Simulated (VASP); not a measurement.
Here is the system:

```xyz
2
Lattice="1.8512 -3.2040 0.0000 1.8512 3.2040 0.0000 0.0000 0.0000 5.8826" Properties=species:S:1:pos:R:3 pbc="T T T"
Y      1.8512     1.0680     1.4707
Y      1.9190    -1.0680     4.4120
```

All values below come from PBE GGA with D3 dispersion (zero damping), VASP's PBE PAW potentials (set 64) (plane waves; VASP). Run with 400 eV cut-off, 10×10×6 Γ-centred mesh, first-order Methfessel-Paxton smearing of 0.10 eV, potentials Y_sv.

Task: What does the run give for the energy per atom (σ→0), pressure, largest force, band gap (on the k-mesh) with the smallest direct gap where there is one?

Result: 
The band gap (on the k-mesh) is none (metal, semimetal or under 0.01 eV) and the energy per atom (σ→0) comes out as -6.653 eV/atom. The pressure is -3.70 GPa and the largest force is 0.075 eV/Å.

Total energies compare only between runs with the same potentials, cut-off and functional.

The compound is Y in the hcp structure. The cell was not relaxed at this level, atoms are displaced from their ideal sites. The run is one of a series of settings (IVDW = 11 against the base run), some of them coarse on purpose.
